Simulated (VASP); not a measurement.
TlCl (CsCl type), at 0.96 of the tabulated volume:

```xyz
2
Lattice="3.7881 0.0000 0.0000 0.0000 3.7881 0.0000 0.0000 0.0000 3.7881" Properties=species:S:1:pos:R:3 pbc="T T T"
Tl     0.0000     0.0000     0.0000
Cl     1.8941     1.8941     1.8941
```

The highest filled band near X, direction along the valley's axis, from PBE with spin-orbit coupling in VASP (PAW); its two spin partners are averaged. The gap over the points computed is 1.56 eV, and the next band on that side lies 1.20 eV away at the edge.

Run with 400 eV cut-off, 8×8×8 Γ-centred mesh, Gaussian smearing of 0.050 eV, potentials Tl_d Cl.

```
distance from the edge in k (1/Å)  distance in energy (meV)
---------------------------------  ------------------------
0.018                                                   5.4
0.025                                                  10.3
0.035                                                  20.1
0.050                                                  40.3
0.070                                                  76.6
```

Problem. Fit E(1 + αE) = ħ²k²/2m* (ħ²/2m0 = 3.810 eV Å²) and predict the row at 0.095 1/Å.

Solution. Least squares on the energies gives the hole mass m* = 0.228 m0 and α = 0.88 per eV, and so 134.6 meV. The run gave 134.6 meV, -0.0 meV from the fit.

Left out are points under 3 meV from the edge, since the levels carry 0.1 meV, and points farther than half the way to the next band.

The compound is TlCl in the CsCl type structure. The cell was not relaxed at this level.
